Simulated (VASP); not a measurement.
Given:

```
CELL_PARAMETERS angstrom
     -1.62998     1.62998     1.62998
      1.62998    -1.62998     1.62998
      1.62998     1.62998    -1.62998
ATOMIC_POSITIONS crystal
  Ta 0.00000 0.00000 0.00000
```

Level of theory: LDA (Ceperley-Alder, Perdew-Zunger) with spin-orbit coupling, VASP's LDA PAW potentials (set 64) (plane waves; VASP 6.6.1). Numerical set-up: 400 eV cut-off, 14×14×14 Γ-centred mesh, Gaussian smearing of 0.050 eV, potentials Ta_pv.

Predict the energy per atom (σ→0), band gap (over mesh and band path) with the smallest direct gap where there is one.

- band gap (over mesh and band path) = none (metal, semimetal or under 0.01 eV)
- energy per atom (σ→0) = -13.561 eV/atom

The absolute energy has meaning only against runs of the same code, potentials and settings.

The structure comes from a computed database's Ta entry (Im-3m); how it stands against other phases isn't given here. It was relaxed first.
